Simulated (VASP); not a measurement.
These are PBEsol GGA, VASP's PBE PAW potentials (set 64) (plane waves; VASP 6.6.1) values and carry that method's errors.

Input for VASP

POSCAR:
```
Mn3ZnN
1
    3.9020000000     0.0000000000     0.0000000000
    0.0000000000     3.9020000000     0.0000000000
    0.0000000000     0.0000000000     3.9020000000
Mn Zn N
3 1 1
Direct
  0.0000000000   0.5000000000   0.5000000000
  0.5000000000   0.0000000000   0.5000000000
  0.5000000000   0.5000000000   0.0000000000
  0.0000000000   0.0000000000   0.0000000000
  0.5000000000   0.5000000000   0.5000000000
```

### KPOINTS
```
kpoints
0
Gamma
7 7 7
0 0 0
```

### INCAR
```
ALGO=Normal
EDIFF=1E-6
ENCUT=400
GGA=PS
ISIF=2
ISMEAR=-1
ISPIN=2
LASPH=.TRUE.
LCHARG=.FALSE.
LMAXMIX=4
LORBIT=11
LREAL=.FALSE.
LWAVE=.FALSE.
MAGMOM=3*4.0 2*0.0
NELM=100
PREC=Accurate
SIGMA=0.1
SYSTEM=Mn3ZnN
```

POTCAR, in this order: Mn_pv Zn N (PBE.64 set). Program: vasp_std.

At this cut-off the stress carries a Pulay error, which pulls relaxed volumes low. The moments were started parallel, and other spin orders were not tried in this run.

### Question
What does the run give for the energy per atom (σ→0), cell moment, pressure, band gap (on the k-mesh)?

### Answer

The energy per atom (σ→0) is -8.038 eV/atom. The cell moment is 6.82 μB and the band gap (on the k-mesh) is none (metal, semimetal or under 0.01 eV). The pressure is -17.68 GPa.

File OSZICAR:
```
...
DAV:  10    -0.402861808136E+02    0.22270E-02   -0.18177E-02  3493   0.151E+00    0.270E-01
DAV:  11    -0.402863078712E+02   -0.12706E-03   -0.19313E-03  3536   0.304E-01    0.169E-01
DAV:  12    -0.402863518082E+02   -0.43937E-04   -0.15409E-04  3448   0.901E-02    0.694E-02
DAV:  13    -0.402863707641E+02   -0.18956E-04   -0.24670E-05  3592   0.495E-02    0.324E-02
DAV:  14    -0.402863755950E+02   -0.48309E-05   -0.59589E-06  3251   0.198E-02    0.237E-02
DAV:  15    -0.402863771309E+02   -0.15360E-05   -0.54517E-06  2953   0.206E-02    0.971E-03
DAV:  16    -0.402863774446E+02   -0.31370E-06   -0.31799E-06  2960   0.120E-02
   1 F= -.40286377E+02 E0= -.40190242E+02  d E =-.192271E+00  mag=     6.8241
```

The structure comes from a measured Mn3ZnN entry (Pm-3m) of the Crystallography Open Database, whose conditions weren't checked. The cell was not relaxed at this level.
